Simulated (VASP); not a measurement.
Wanted: the native input for a VASP 6.6.1 run.

```yaml
Task: relaxation of the atoms
Functional: PBE
Potentials_or_basis: VASP PAW PBE potentials, release 64 (S, Cd, Cl, H)
Cutoff: 520 eV
k_mesh: 1 × 1 × 1
Occupations: gaussian, width 0.01 eV
Spin: no spin polarisation
Further_INCAR_settings: ALGO = Normal; EDIFF = 1e-06; IBRION = 2; EDIFFG = -0.01; NSW = 60
```

The structure of SCdClH lies in POSCAR:

```
CdHSCl
1.0
   14.0000000000      0.0000000000      0.0000000000
    0.0000000000     12.0000000000      0.0000000000
    0.0000000000      0.0000000000     12.0000000000
S Cd Cl H
1 1 1 1
Direct
    0.3546830000      0.5113770000      0.4581390000
    0.5031950000      0.4556510000      0.5253330000
    0.6456270000      0.3996290000      0.5946070000
    0.3905180000      0.6062290000      0.4132070000
```

The cell isn't the ideal one: atoms moved at random, drawn with an rms of 0.02 Å.

One way to write it, as run:

INCAR

```
SYSTEM = CdHSCl
ALGO     = Normal         ! electronic algorithm
EDIFF    = 1E-6           ! SCF threshold, eV
EDIFFG   = -0.01          ! ionic threshold
ENCUT    = 520            ! plane-wave cutoff, eV
GGA      = PE             ! functional
IBRION   = 2              ! ionic algorithm
ISIF     = 2              ! what is computed and relaxed
ISMEAR   = 0              ! smearing method
LASPH    = .TRUE.         ! aspherical terms in the spheres
LCHARG   = .FALSE.        ! write CHGCAR
LREAL    = .FALSE.        ! projectors in reciprocal space
LWAVE    = .FALSE.        ! write WAVECAR
NELM     = 80             ! most SCF steps
NSW      = 60             ! ionic steps
PREC     = Accurate       ! precision mode
SIGMA    = 0.01           ! smearing width, eV
```

KPOINTS

```
k-points
0
G
  1 1 1
  0 0 0
```

Potentials or basis: VASP PAW PBE potentials, release 64 (S, Cd, Cl, H).

Launch:

```sh
$ cat potpaw_PBE.64/S/POTCAR potpaw_PBE.64/Cd/POTCAR potpaw_PBE.64/Cl/POTCAR potpaw_PBE.64/H/POTCAR > POTCAR
$ mpirun -np 1 vasp_gam > vasp.out
```

It gave:

```
Energy gained by relaxing       : 2.3 meV/atom
Ionic steps                     : 15
Largest force after relaxing    : 0.008 eV/Å
Gap between the frontier levels : 3.69 eV
```

Run time: 30 min on 1 thread of AMD EPYC 7571, on a shared host, peak memory 1.5 GiB.
